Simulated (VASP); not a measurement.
Output of a VASP run:

**OSZICAR**
```
       N       E                     dE             d eps       ncg     rms          rms(c)
DAV:   1     0.353063076363E+03    0.35306E+03   -0.18820E+04  2486   0.250E+03
DAV:   2     0.267555445816E+02   -0.32631E+03   -0.31798E+03  2172   0.601E+02
DAV:   3    -0.243721195578E+02   -0.51128E+02   -0.50427E+02  2760   0.160E+02
DAV:   4    -0.286082907546E+02   -0.42362E+01   -0.42138E+01  3428   0.396E+01
DAV:   5    -0.287541259397E+02   -0.14584E+00   -0.14581E+00  3022   0.663E+00    0.394E+01
DAV:   6    -0.275253895698E+02    0.12287E+01   -0.28477E+00  3352   0.793E+00    0.265E+01
DAV:   7    -0.274154254711E+02    0.10996E+00   -0.22424E+00  3422   0.879E+00    0.493E+00
DAV:   8    -0.273698534001E+02    0.45572E-01   -0.51674E-01  2974   0.495E+00    0.114E+00
DAV:   9    -0.273684555848E+02    0.13978E-02   -0.30152E-02  2940   0.162E+00    0.316E-01
DAV:  10    -0.273682148018E+02    0.24078E-03   -0.20003E-03  3164   0.413E-01    0.989E-02
DAV:  11    -0.273681947132E+02    0.20089E-04   -0.18838E-04  3360   0.224E-01    0.385E-02
DAV:  12    -0.273681934074E+02    0.13058E-05   -0.22965E-05  2636   0.889E-02    0.107E-02
DAV:  13    -0.273681935126E+02   -0.10521E-06   -0.24713E-06  2010   0.362E-02
   1 F= -.27368194E+02 E0= -.27313403E+02  d E =-.109582E+00
```

OUTCAR:
```
------------------------ aborting loop because EDIFF is reached ----------------------------------------
  FORCE on cell =-STRESS in cart. coord.  units (eV):
  Direction    XX          YY          ZZ          XY          YZ          ZX
  --------------------------------------------------------------------------------------
  Total       -1.5797339     -1.7402097     -1.0908794      0.0680377     -0.0713662      0.0456977
  in kB      -27.8705473    -30.7017515    -19.2459032      1.2003584     -1.2590824      0.8062249
  external PRESSURE =     -25.9394007 kB  Pullay stress =       0.0000000 kB
  volume of cell :       90.81
      direct lattice vectors                 reciprocal lattice vectors
     2.141280000 -5.362200000  0.000000000     0.233505193 -0.093245310  0.000000000
     2.141280000  5.362200000  0.000000000     0.233505193  0.093245310  0.000000000
     0.000000000  0.000000000  3.954600000     0.000000000  0.000000000  0.252870075
 POSITION                                       TOTAL-FORCE (eV/Angst)
 -----------------------------------------------------------------------------------
      2.17283      3.90458      0.98320        -0.522926     -0.122650     -0.142234
      2.16398     -3.86828      2.93972        -0.123622     -0.117442      0.402853
      2.14722      0.89683      1.07136         0.087111      0.078473     -0.688761
      2.08109     -0.93312      2.91492         0.559437      0.161619      0.428142
 -----------------------------------------------------------------------------------
    total drift:                                0.000239     -0.001350     -0.000087
  FREE ENERGIE OF THE ION-ELECTRON SYSTEM (eV)
  ---------------------------------------------------
  free  energy   TOTEN  =       -27.3681935126 eV

  energy  without entropy=      -27.2586117217  energy(sigma->0) =      -27.31340262
```
(Selected blocks of OUTCAR.)

**POSCAR**
```
YGe
1
    2.1412800000    -5.3622000000     0.0000000000
    2.1412800000     5.3622000000     0.0000000000
    0.0000000000     0.0000000000     3.9546000000
Y Ge
2 2
Direct
  0.1432840000   0.8714510000   0.2486220000
  0.8660000000   0.1446020000   0.7433660000
  0.4177620000   0.5850120000   0.2709150000
  0.5729550000   0.3989360000   0.7370970000
```

Reconstruct the remaining input files.

One answer among several that fit: the input of the run itself, PBEsol GGA, plane waves, VASP's PBE PAW potentials (set 64).

File KPOINTS:
```
Automatic mesh
0
Gamma
4 4 4
0 0 0
```

INCAR:
```
ALGO=Normal
EDIFF=1E-6
ENCUT=300
GGA=PS
ISIF=2
ISMEAR=-1
LASPH=.TRUE.
LCHARG=.FALSE.
LMAXMIX=4
LREAL=.FALSE.
LWAVE=.FALSE.
NELM=100
PREC=Accurate
SIGMA=0.136
SYSTEM=YGe
```

POTCAR, in this order: Y_sv Ge_d (PBE.64 set). Program: vasp_std.

At this cut-off the stress carries a Pulay error, which pulls relaxed volumes low.

The structure comes from a computed database's YGe entry; how it stands against other phases isn't given here. The cell was not relaxed at this level, atoms are displaced from their ideal sites. The k-mesh is coarse (spacing up to 0.40 per Å, 2π included), so the numbers may not be converged in it.
